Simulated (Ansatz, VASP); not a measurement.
**Al (Al(110)-(1x2) missing row): VASP beside Ansatz**

One calculation is typed for both programs; each brings its own data sets. How far apart do they land? Of the first pair: The structure shown is the start of the Ansatz relaxation below; VASP solves that cell, so the two are compared at the walk's first step.

Program: Ansatz 0.2.0. Level of theory: plane waves, with VASP 6.6.1 beside it; PBEsol. Results are calculated unless marked as measured.

## Step 1: Set-up

The cell holds 9 atoms: 9 Al. Its edges and angles: a = 8.100 Å, b = 2.864 Å, c = 22.728 Å, α = 90.0°, β = 90.0°, γ = 90.0°. Vacuum lies along c.

## Step 2: Ansatz: relaxation, PBEsol

Ansatz runs on its default PAW (the set named soft_2) files.

The two programs are compared at the cell with which this relaxation starts, whose forces are those of its first step.

input.yaml reads:

```yaml
crystal:
  lattice:
    - [8.1, 0.0, 0.0]
    - [0.0, 2.8637824638, 0.0]
    - [0.0, 0.0, 22.7275649276]
  atoms:
    - { symbol: Al, position: [0.0, 0.0, 0.3739951916] }
    - { symbol: Al, position: [0.5, 0.0, 0.3739951916] }
    - { symbol: Al, position: [0.25, 0.5, 0.4369975958] }
    - { symbol: Al, position: [0.75, 0.5, 0.4369975958] }
    - { symbol: Al, position: [0.0, 0.0, 0.5] }
    - { symbol: Al, position: [0.5, 0.0, 0.5] }
    - { symbol: Al, position: [0.25, 0.5, 0.5630024042] }
    - { symbol: Al, position: [0.75, 0.5, 0.5630024042] }
    - { symbol: Al, position: [0.0, 0.0, 0.6260048084] }
kpoints:
  mp_grid: { grid: [4, 10, 1] }
hamiltonian:
  xc: pbesol
scf:
  occupations: { method: fermi_dirac, width: 0.1 }
  convergence: { dr2_threshold: 1.0e-08 }
efield:
  axis: 3
  dipole_correction: true
  ramp_position: 0.97
  ramp_width: 0.06
relax:
  f_tol: 0.015
  max_steps: 90
  constraints: [{ sites: [0, 1, 2, 3] }]
output:
  write_potential: true
  write_density: true
  volumetric_format: npy
```

Started as:

```bash
> ansatz run input.yaml --threads 2 --pin off --max-ram 3072MiB --backend cpu --events-out ev --progress --plain --runs-dir out
```

Numbers of over 12 decimals in the logs are rounded to 6 here.

The log of the run:

```text
Engine: ansatz 0.2.0, aarch64-unknown-linux-gnu
Pseudopotentials: kind: paw
Pseudopotential: Al, paw, valence charge 3, recommended cutoff 420 eV (normal), Al.paw.azcp
Functional definition: PBEsol
  exchange = pbesol_x
  correlation = pbesol_c
Crystal: 9 atoms, lattice volume = 527.203 Å³
Basis set: ecut = 420 eV, 10381 PW (Γ), exchange–correlation on 120×40×320 points (8 copies of the dense FFT grid, shifted against one another)
Bands: 23, of which v1, the nominal top of the filled ones, is band 14 counted from 1 (13 counted from 0)
Symmetry: 4 space group operations
Space group: Pmm2 (ITA 25), of the structure as read, at distance tolerance 8.1e-5 Å
k-points: 18 of 40
Non-local potential: Al, projectors of the file, l = 0: 2, l = 1: 2, l = 2: 1
PAW form: soft (Blöchl's): semilocal exchange-correlation on the pseudo side does not see the compensation charge
PAW frozen core: Al, regenerated for the run's functional, and the local potential with it (the file was generated under x = pbe(κ = 0.804, μ = 0.219515), c = pbe(β = 0.066725))
PAW one-centre angular grid: Al, 110 points (default); XC on 64 Gauss nodes
Initial density: superposition of atomic densities (neutral atoms: chi_scale 0, normalization atom), corrected by the library's trained network
Initial wavefunctions: pseudopotential atomic-orbital guess
Functional: x = pbesol(κ = 0.804, μ = 0.123457), c = pbesol(β = 0.046)
SCF iter   1: F=—  HF=-4717.708964 eV  |F-HF|=—  |Δ(HF+E_count)|=         —  Δρ=1.31e-3  dr2=4.65e-2  ethr=1.77e-3  p=0.002 e·Å  D=8.33e-4 V/Å  ΔV_dip=-0.02 eV  dr2_dipole=5.42e-3  V_vac-E_F(+/−)=3.98/4.00 eV  ⟨swp⟩=10.5  Hψ=2906  notcnv=0
efield: sawtooth ramp at fractional position 0.9700 (set: `efield.ramp_position`, or a place that a band, a saddle search or an elastic batch's reference lends), width 0.0600; the density the first Hamiltonian is built on has a dipole p = 0.002 e·Å; the dipole correction subtracts the counter field D = 8.33e-4 V/Å, which shifts the + side's vacuum level by -0.02 eV against the − side's; the planar-averaged density in the ramp window peaks in size at 8.6e-6 e/Å³
preconditioner: auto → LDOS  [metal: Δε(μ)=0.090 eV  Ē_g=6.029 eV  σ=0.100 eV  W_gap=0.22  n_scr=44 (ndim 8)  ℏωp=8.4 eV  f_vac=0.562  D(μ)=2.89/eV (n_scr^D=16)  β→1.0]
SCF iter   2: F=—  HF=-4717.709692 eV  |F-HF|=—  |Δ(HF+E_count)|=   7.27e-4  Δρ=4.44e-4  dr2=7.12e-3  ethr=1.72e-4  p=0.013 e·Å  D=4.35e-3 V/Å  ΔV_dip=-0.10 eV  dr2_dipole=1.21e-4  V_vac-E_F(+/−)=3.95/4.05 eV  ⟨swp⟩=3.0  Hψ=843  notcnv=0  defer=6
SCF iter   3: F=—  HF=-4717.709091 eV  |F-HF|=—  |Δ(HF+E_count)|=   6.01e-4  Δρ=1.16e-4  dr2=4.14e-4  ethr=2.64e-5  p=0.014 e·Å  D=4.65e-3 V/Å  ΔV_dip=-0.11 eV  dr2_dipole=2.36e-7  V_vac-E_F(+/−)=3.96/4.07 eV  ⟨swp⟩=2.2  Hψ=544  notcnv=0  defer=6
SCF iter   4: F=—  HF=-4717.709084 eV  |F-HF|=—  |Δ(HF+E_count)|=   6.52e-6  Δρ=2.76e-5  dr2=1.61e-5  ethr=1.54e-6  p=0.013 e·Å  D=4.61e-3 V/Å  ΔV_dip=-0.10 eV  dr2_dipole=4.45e-6  V_vac-E_F(+/−)=3.96/4.06 eV  ⟨swp⟩=2.3  Hψ=600  notcnv=0  defer=6
SCF iter   5: F=—  HF=-4717.709162 eV  |F-HF|=—  |Δ(HF+E_count)|=   7.80e-5  Δρ=8.80e-6  dr2=2.36e-6  ethr=5.98e-8  p=0.014 e·Å  D=4.76e-3 V/Å  ΔV_dip=-0.11 eV  dr2_dipole=6.27e-7  V_vac-E_F(+/−)=3.96/4.07 eV  ⟨swp⟩=2.4  Hψ=649  notcnv=0  defer=6
SCF iter   6: F=—  HF=-4717.709151 eV  |F-HF|=—  |Δ(HF+E_count)|=   1.17e-5  Δρ=2.30e-6  dr2=5.78e-8  ethr=8.76e-9  p=0.014 e·Å  D=4.74e-3 V/Å  ΔV_dip=-0.11 eV  dr2_dipole=7.28e-10  V_vac-E_F(+/−)=3.96/4.07 eV  ⟨swp⟩=1.7  Hψ=512  notcnv=0  defer=6
SCF iter   7: F=-4717.709151 eV  HF=-4717.709151 eV  |F-HF|=1.10e-8  |Δ(HF+E_count)|=   8.18e-8  Δρ=5.90e-7  dr2=4.01e-9  ethr=3.70e-11  p=0.014 e·Å  D=4.75e-3 V/Å  ΔV_dip=-0.11 eV  dr2_dipole=2.92e-10  V_vac-E_F(+/−)=3.96/4.07 eV  ⟨swp⟩=10.5  Hψ=2906  notcnv=0
SCF 1 converged in 7 iterations: F = -4717.709151 eV  dr2 = 4.01e-9
  greatest PAW one-centre occupation: 0.491 electrons in one spin orbital (limit 2), on the Al atom at site 1 (counted from 0), in its partial waves of l = 0
relax step   1: F+E_penalty+E_count = -4717.70915060 eV  Δ(F+E_penalty+E_count) = +0.000e0 eV  max|allowed force component| = 3.328e-1 eV/Å  Δτ_max = 0.0000 Å  (7 SCF iters, accepted)
[...]
relax step   3: F+E_penalty+E_count = -4717.76743970 eV  Δ(F+E_penalty+E_count) = -3.952e-3 eV  max|allowed force component| = 1.575e-2 eV/Å  Δτ_max = 0.0291 Å  (6 SCF iters, accepted)
[...]
relax step   4: F+E_penalty+E_count = -4717.76751168 eV  Δ(F+E_penalty+E_count) = -7.198e-5 eV  max|allowed force component| = 1.055e-2 eV/Å  Δτ_max = 0.0081 Å  (5 SCF iters, accepted)
NSCF: frozen V_eff on 18 k-points
the band table was solved once a step of the walk had ended and its energy, with any forces and stress, was formed, with the checks that follow a solve (3273 applications of the Hamiltonian). They found nothing against the state; the energy, forces and stress were not computed again (output.eigenvalues in the input reference)
WARN: The output density's exchange-correlation potential varies sharply where the density is thin. Do not read a vacuum level from v_tot or v_xc, or from such a field of the output density. On a cell that repeats whose density bears no net charge and no dipole along the vacuum's axis use v_es (v_loc + v_h of the components); under efield.dipole_correction with no amplitude use v_es + v_field, which holds any externa [...]
SCF converged after 5 iterations
Free energy (F): -4717.767512 eV
Harris-Foulkes:  -4717.767512 eV  (|F-HF|=1.80e-8)
Internal energy: -4717.664372 eV  (E = F + TS)
E sigma→0 (E₀):  -4717.715942 eV
Entropy (-TS):   -0.103140 eV (-11.460 meV/atom)
Fermi energy:    -0.604738 eV
Dipole field:    D = 0.003883 V/Å  (p = 0.011312 e·Å, saw-weighted, corrected)
Work function:   Φ+ = 3.9946 eV   Φ− = 4.0828 eV
Levels:          The Fermi level and band energies are counted from a zero that moves with the ramp; work functions are not
--- Per-component energies (eV) ---
  E_band       = -126.089385
  E_kinetic    = 191.909643
  E_local      = -5344.445793  (includes V_loc(G=0)·N_el)
  E_nonlocal   = 95.100515
  E_hartree    = 2607.345078
  E_xc         = -346.085969
  E_vxc        = -251.178984  (∫ρ·V_xc dr)
  E_paw        = -4091.937979  (= ΣΔE_a)
  E_vpaw       = -32.200982  (= ΣTr[D̂ρ^β])
  E_aug_tail   = -0.000022  (compensation charges beyond the density's cutoff)
  E_efield     = 0.000022  (sawtooth field / dipole correction)
  E_vefield    = 0.037127  (∫n·V_field dr)
  E_ewald      = 2170.277882
  E_core_change = 0.172251  (= ΣΔE_core)
  E_smearing   = -0.103140  (= −TS)
  E_closure    = -0.000000  (closes the sum)
  Σ components = -4717.767512   (vs F -4717.767512, Δ=0.00e0)
--- Forces (eV/Å), atoms counted from 1 ---
  atom   1  Al     0.00000000     0.00000000     0.14120652
  atom   2  Al     0.00000000     0.00000000     0.35592133
  atom   3  Al     0.20879466    -0.00000000    -0.25303151
  atom   4  Al    -0.20879466    -0.00000000    -0.25303151
  atom   5  Al     0.00000000    -0.00000000    -0.00618301
  atom   6  Al     0.00000000     0.00000000     0.00069496
  atom   7  Al    -0.00260873    -0.00000000     0.00193779
  atom   8  Al     0.00260873     0.00000000     0.00193779
  atom   9  Al     0.00000000     0.00000000     0.01054965
  max |Σ_I F_I| component: 2.02e-6 eV/Å
--- Band table (eV; the first three rows and the last of 18) ---
  k-point 0: bands = [... 10 lower, -2.8367, -1.6429, -1.2427, -0.8392, -0.1027, -0.0162, 0.7830, 1.7755, ... 5 higher]
  k-point 1: bands = [... 10 lower, -2.6715, -1.4806, -1.0741, -0.6735, 0.0585, 0.1513, 0.9474, 1.9099, ... 5 higher]
  k-point 2: bands = [... 10 lower, -2.1760, -1.0991, -0.5782, -0.1778, 0.1889, 0.5983, 0.6433, 1.3862, ... 5 higher]
  k-point 17: bands = [... 10 lower, -1.7538, -1.6808, -1.5817, -1.2747, -0.8825, -0.8466, -0.0062, 0.5361, ... 5 higher]
--- Relaxed structure (4 steps of the walk, 4 accepted, 0 SCFs on fresh bases) ---
  F+E_penalty+E_count = -4717.76751168 eV   max|allowed force component| = 1.055e-2 eV/Å
  atoms:
    - { symbol: Al, position: [0.0, 0.0, 0.373995] }
    - { symbol: Al, position: [0.500000, 0.0, 0.373995] }
    - { symbol: Al, position: [0.250000, 0.500000, 0.436998] }
    - { symbol: Al, position: [0.750000, 0.500000, 0.436998] }
    - { symbol: Al, position: [0.0, -1.1534879224944526e-18, 0.497382] }
    - { symbol: Al, position: [0.500000, 8.412992006841815e-19, 0.501910] }
    - { symbol: Al, position: [0.256219, 0.500000, 0.560582] }
    - { symbol: Al, position: [0.743781, 0.500000, 0.560582] }
    - { symbol: Al, position: [0.0, -3.7546853166243074e-18, 0.617482] }
```

## Step 3: VASP: single point, PBEsol, start cell, pair 1

The same cell, functional, mesh and smearing now go to VASP, with its own data sets.

Lines of VASP's logs that name or quote its potential files are left out, and so is its time.

INCAR reads:

```
SYSTEM = Al
PREC = Accurate
ENCUT = 400
EDIFF = 1E-06
NELM = 120
ISMEAR = -1
SIGMA = 0.1
LREAL = .FALSE.
ALGO = Normal
GGA = PS
NBANDS = 22
LORBIT = 11
LWAVE = .FALSE.
LCHARG = .FALSE.
ISIF = 2
LDIPOL = .TRUE.
IDIPOL = 3
DIPOL = 0.5 0.5 0.486
LVHAR = .TRUE.
LASPH = .TRUE.
GGA_COMPAT = .FALSE.
NELMDL = -8
KPAR = 2
```

POSCAR reads:

```
Al
1.0
    8.1000000000      0.0000000000      0.0000000000
    0.0000000000      2.8637824638      0.0000000000
    0.0000000000      0.0000000000     22.7275649276
Al
9
Direct
    0.0000000000      0.0000000000      0.3739951916
    0.5000000000      0.0000000000      0.3739951916
    0.2500000000      0.5000000000      0.4369975856
    0.7500000000      0.5000000000      0.4369975856
    0.0000000000      0.0000000000      0.4999999796
    0.5000000000      0.0000000000      0.4999999796
    0.2500000000      0.5000000000      0.5630024176
    0.7500000000      0.5000000000      0.5630024176
    0.0000000000      0.0000000000      0.6260048116
```

KPOINTS reads:

```
Automatic mesh
0
Gamma
4 10 1
0 0 0
```

PAW data sets: Al (PBE family, release 64).

Started as:

```bash
> mpirun -np 2 vasp_std
```

The log of the run:

```text
[banner, memory and clock lines left out]
running    2 mpi-ranks, on    1 nodes
 distrk:  each k-point on    1 cores,    2 groups
 distr:  one band on    1 cores,    1 groups

 POSCAR found type information on POSCAR Al
 POSCAR found :  1 types and       9 ions
|                                                                             |
|               ----> ADVICE to this user running VASP <----                  |
|                                                                             |
|     You enforced a specific xc type in the INCAR file but a different       |
|     [... a line on the potential file left out ...]
|     I HOPE YOU KNOW WHAT YOU ARE DOING!                                     |
|                                                                             |

 LDA part: xc-table for (Slater+PW92), standard interpolation
 POSCAR, INCAR and KPOINTS ok, starting setup
 FFT: planning ... GRIDC
 FFT: planning ... GRID_SOFT
 FFT: planning ... GRID
 WAVECAR not read
 entering main loop
       N       E                     dE             d eps       ncg     rms          rms(c)
DAV:   1     0.800612441587E+02    0.80061E+02   -0.68078E+03   792   0.668E+02
DAV:   2    -0.300982032334E+02   -0.11016E+03   -0.10556E+03  1102   0.132E+02
DAV:   3    -0.351819583228E+02   -0.50838E+01   -0.49614E+01  1004   0.295E+01
DAV:   4    -0.354086830876E+02   -0.22672E+00   -0.22642E+00  1340   0.753E+00
DAV:   5    -0.354127074706E+02   -0.40244E-02   -0.40239E-02  1294   0.984E-01
DAV:   6    -0.354128915542E+02   -0.18408E-03   -0.18408E-03  1348   0.171E-01
DAV:   7    -0.354129018222E+02   -0.10268E-04   -0.10268E-04  1280   0.342E-02
DAV:   8    -0.354129027031E+02   -0.88087E-06   -0.88074E-06  1156   0.763E-03    0.462E+00
DAV:   9    -0.338183387922E+02    0.15946E+01   -0.45130E+00   926   0.638E+00    0.239E+00
DAV:  10    -0.336546947892E+02    0.16364E+00   -0.47703E-01  1006   0.250E+00    0.104E+00
DAV:  11    -0.336125344180E+02    0.42160E-01   -0.13591E-01  1052   0.148E+00    0.503E-01
DAV:  12    -0.336025797831E+02    0.99546E-02   -0.11664E-01   902   0.139E+00    0.333E-01
DAV:  13    -0.335946702828E+02    0.79095E-02   -0.32478E-02  1020   0.717E-01    0.174E-01
DAV:  14    -0.335960631273E+02   -0.13928E-02   -0.71886E-03   974   0.339E-01    0.101E-01
[...]
DAV:  20    -0.336033934107E+02   -0.16826E-03   -0.13425E-05   920   0.137E-02    0.195E-03
DAV:  21    -0.336034238824E+02   -0.30472E-04   -0.80034E-07   744   0.388E-03    0.104E-03
DAV:  22    -0.336034388831E+02   -0.15001E-04   -0.89828E-07   670   0.310E-03    0.587E-04
DAV:  23    -0.336034457000E+02   -0.68169E-05   -0.51585E-07   646   0.218E-03    0.425E-04
DAV:  24    -0.336034523077E+02   -0.66077E-05   -0.47177E-07   648   0.183E-03    0.343E-04
DAV:  25    -0.336034580340E+02   -0.57262E-05   -0.20776E-07   636   0.137E-03    0.267E-04
DAV:  26    -0.336034600567E+02   -0.20227E-05   -0.74709E-08   610   0.946E-04    0.127E-04
DAV:  27    -0.336034604029E+02   -0.34629E-06   -0.13738E-08   556   0.592E-04
   1 F= -.33603460E+02 E0= -.33553601E+02  d E =-.997191E-01
```

Parts of OUTCAR (step 3):

```text
ion  position               nearest neighbor table
   1  0.000  0.000  0.374-   5 2.86   4 2.86   3 2.86   3 2.86   4 2.86
   2  0.500  0.000  0.374-   6 2.86   4 2.86   3 2.86   3 2.86   4 2.86
   3  0.250  0.500  0.437-   1 2.86   2 2.86   1 2.86   2 2.86   5 2.86   6 2.86   5 2.86   6 2.86
                             7 2.86
   4  0.750  0.500  0.437-   1 2.86   2 2.86   1 2.86   2 2.86   5 2.86   6 2.86   5 2.86   6 2.86
                             8 2.86
   5  0.000  0.000  0.500-   1 2.86   3 2.86   4 2.86   3 2.86   4 2.86   7 2.86   8 2.86   7 2.86
                             8 2.86   9 2.86
   6  0.500  0.000  0.500-   2 2.86   3 2.86   4 2.86   3 2.86   4 2.86   7 2.86   8 2.86   7 2.86
                             8 2.86
   7  0.250  0.500  0.563-   9 2.86   9 2.86   5 2.86   5 2.86   6 2.86   6 2.86   3 2.86
   8  0.750  0.500  0.563-   9 2.86   9 2.86   5 2.86   5 2.86   6 2.86   6 2.86   4 2.86
   9  0.000  0.000  0.626-   7 2.86   8 2.86   7 2.86   8 2.86   5 2.86

  LATTYP: Found a simple orthorhombic cell.
 ALAT       =     2.8637824638
 B/A-ratio  =     2.8284271248
 C/A-ratio  =     7.9362050766

 Subroutine GETGRP returns: Found  4 space group operations
 (whereof  4 operations were pure point group operations)

The static configuration has the point symmetry C_2v.

 Found     18 irreducible k-points:

   k-points           NKPTS =     18   k-points in BZ     NKDIM =     18   number of bands    NBANDS=     22

   dimension x,y,z NGX =    54 NGY =   20 NGZ =  150
   dimension x,y,z NGXF=   108 NGYF=   40 NGZF=  300

   ENCUT  =  400.0 eV  29.40 Ry    5.42 a.u.  13.21  4.67 37.06*2*pi/ulx,y,z

   NELECT =      27.0000    total number of electrons

 k-points in reciprocal lattice and weights: Automatic mesh
   0.00000000  0.00000000  0.00000000       0.025
   0.25000000  0.00000000  0.00000000       0.050
   0.50000000  0.00000000  0.00000000       0.025
   0.00000000  0.10000000  0.00000000       0.050
   0.25000000  0.10000000  0.00000000       0.100
   0.50000000  0.10000000  0.00000000       0.050
   0.00000000  0.20000000  0.00000000       0.050
   0.25000000  0.20000000  0.00000000       0.100
   0.50000000  0.20000000  0.00000000       0.050
[...]
0.25000000  0.50000000  0.00000000       0.050
   0.50000000  0.50000000  0.00000000       0.025

 dipolmoment           0.000000      0.000000     -0.013835 electrons x Angstroem

 average (electrostatic) potential at core
       1 -81.0466       2 -80.9633       3 -80.9092       4 -80.9092       5 -80.8943
       6 -80.8362       7 -80.9440       8 -80.9440       9 -81.1114

 E-fermi :  -0.5638

 k-point     1 :       0.0000    0.0000    0.0000
  band No.  band energies     occupation
    ...
     10      -3.0543      2.00000
     11      -2.6959      2.00000
     12      -1.6477      1.99996
     13      -1.1788      1.99574
     14      -0.7551      1.74252
     15      -0.1510      0.03169
     16      -0.1256      0.02468
     17       0.8304      0.00000
     18       1.7101      0.00000
     19       2.2352      0.00000
    ...

 k-point     2 :       0.2500    0.0000    0.0000
  band No.  band energies     occupation
    ...
      9      -4.1478      2.00000
     10      -3.4483      2.00000
     11      -2.7907      2.00000
     12      -1.9217      2.00000
     13      -1.5156      1.99985
     14      -0.3315      0.17842
     15       0.1679      0.00133
     16       0.5037      0.00005
     17       1.1835      0.00000
     18       1.4110      0.00000
    ...

 k-point     3 :       0.5000    0.0000    0.0000
  band No.  band energies     occupation
    ...
      9      -4.0548      2.00000
     10      -3.2743      2.00000
     11      -3.2079      2.00000
     12      -2.4893      2.00000
     13      -1.3986      1.99953
     14      -0.1589      0.03427
     15       0.1276      0.00199
     16       0.6570      0.00001
     17       1.6266      0.00000
     18       2.4878      0.00000
    ...

  Total       -3.5697369     -7.2171352     -2.6892194      0.0000000      0.0000000      0.0000000
  in kB      -10.8484786    -21.9329714     -8.1725742      0.0000000      0.0000000      0.0000000
  external PRESSURE =     -13.6513414 kB  Pullay stress =       0.0000000 kB

  energy-cutoff  :      400.00
  volume of cell :      527.20
      direct lattice vectors                 reciprocal lattice vectors
     8.100000000  0.000000000  0.000000000     0.123456790  0.000000000  0.000000000
     0.000000000  2.863782464  0.000000000     0.000000000  0.349188534  0.000000000
     0.000000000  0.000000000 22.727564928     0.000000000  0.000000000  0.043999434

 POSITION                                       TOTAL-FORCE (eV/Angst)
 -----------------------------------------------------------------------------------
      0.00000      0.00000      8.50000        -0.000000      0.000000      0.205004
      4.05000      0.00000      8.50000        -0.000000      0.000000      0.361978
      2.02500      1.43189      9.93189         0.073811      0.000000     -0.106939
      6.07500      1.43189      9.93189        -0.073811      0.000000     -0.106939
      0.00000      0.00000     11.36378        -0.000000      0.000000     -0.053361
      4.05000      0.00000     11.36378        -0.000000      0.000000      0.334960
      2.02500      1.43189     12.79567         0.168678      0.000000     -0.163600
      6.07500      1.43189     12.79567        -0.168678      0.000000     -0.163600
      0.00000      0.00000     14.22757        -0.000000      0.000000     -0.307503
 -----------------------------------------------------------------------------------
    total drift:                               -0.000000     -0.000000      0.000002

  FREE ENERGIE OF THE ION-ELECTRON SYSTEM (eV)
  ---------------------------------------------------
  free  energy   TOTEN  =       -33.6034604029 eV

  energy  without entropy=      -33.5037413494  energy(sigma->0) =      -33.55360088

 vacuum level on the upper side and lower side of the slab         3.397         3.505

 total charge
# of ion       s       p       d       tot
------------------------------------------
    1        0.475   0.281   0.000   0.756
    2        0.484   0.276   0.000   0.759
    3        0.434   0.330   0.000   0.764
    4        0.434   0.330   0.000   0.764
    5        0.429   0.347   0.000   0.776
    6        0.434   0.331   0.000   0.765
    7        0.454   0.308   0.000   0.762
    8        0.454   0.308   0.000   0.762
    9        0.476   0.277   0.000   0.753
--------------------------------------------------
tot          4.074   2.787   0.000   6.861

[... 3 further parts left out ...]
```

(Part 1 of 2 ends here.)

[Lines on the potential files, build, host, timing and source positions are cut from VASP's logs without a mark.]

[Logs are printed without paths, hosts, clocks, repeated set-up lines and the standing remarks that a program may print on its own settings, such as how far it seeks lower states.]

[Hosts, paths, dates, database ids (printed as entryN), source tags and the programs' standing remarks are cut or masked in the printed files.]
